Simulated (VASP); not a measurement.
Energy against volume of RuAl (CsCl type). Level of theory: PW91 GGA, VASP's PBE PAW potentials (set 64) (plane waves; VASP).

| V (Å³/atom) | E (eV/atom) |
|---|---|
| 12.770 | -7.07150 |
| 13.178 | -7.09765 |
| 13.585 | -7.10554 |
| 13.993 | -7.09792 |
| 14.401 | -7.07714 |

Task: Fit a third-order Birch-Murnaghan equation of state.

Result: 
| Quantity | Result |
|---|---|
| volume per atom | 13.58 Å³/atom |
| bulk modulus | 203 GPa |
| pressure derivative of the bulk modulus | 4.45 |
| lattice constant a | 3.006 Å |

The compound is RuAl in the CsCl type structure. It was relaxed first.
